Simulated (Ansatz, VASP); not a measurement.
**B4MoRu in VASP and in Ansatz**

```xyz
6
Lattice="4.6179 0.0000 0.0000 0.0000 4.6179 0.0000 0.0000 0.0000 4.6179" Properties=species:S:1:pos:R:3 pbc="T T T"
B     3.4246    3.4246    3.4246
B     1.1934    1.1934    3.4246
B     1.1934    3.4246    1.1934
B     3.4246    1.1934    1.1934
Mo    0.0000    0.0000    0.0000
Ru    2.3090    2.3090    2.3090
```

Alike in both runs: functional PBE; k mesh 4 × 4 × 4; occupations gaussian, width 0.1 eV; no spin polarisation.

Ansatz relaxed the structure, and its values are those at the end. VASP's run is a single point on that final structure, the one shown.

```csv
,VASP,Ansatz
version,VASP 6.6.1,Ansatz 0.2.0
potentials or method,"VASP PAW PBE potentials, release 64 (B, Mo_sv, Ru_pv)","scalar-relativistic, plane waves, PAW"
plane-wave cutoff (eV),520,420
valence electrons in the cell,40,42
```

VASP gave:

```
gap on the k mesh at the Fermi level (eV) : none
pressure (GPa)                            : 0.1
rms of the force components (eV/Å)        : 0.011
```

Task: Which values does Ansatz return?

Result: gap on the k mesh at the Fermi level (eV): none; pressure (GPa): 0.1; rms of the force components (eV/Å): 0.004.

A gap of «none» marks a metal or a gap that the smearing closes. The functional is the same, so the differences come from potentials, cutoffs and numerics. The two sets of potentials don't hold the same shells in valence.
